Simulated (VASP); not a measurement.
Energy against volume of PdIn (CsCl type). These are r2SCAN meta-GGA, VASP's PBE PAW potentials (set 64) (plane waves; VASP) values and carry that method's errors. Run with 520 eV cut-off, 11×11×11 Γ-centred mesh, first-order Methfessel-Paxton smearing of 0.10 eV, potentials In_d Pd.

```tsv
V (Å³/atom)	E (eV/atom)
16.485	-23.29480
17.011	-23.31706
17.537	-23.32343
18.063	-23.31670
```

**Question.** Fit these four points and predict the energy of the run at 18.589 Å³/atom.

**Answer.** A cubic in V^(−2/3), the third-order Birch-Murnaghan form, passes through the four points with V0 = 17.51 Å³/atom and B0 = 134 GPa, and gives -23.2992 eV/atom there. The run gave -23.2992 eV/atom, -0.0 meV/atom from the fit; all five points give B0 = 134 GPa.

The compound is PdIn in the CsCl type structure. It was relaxed first.
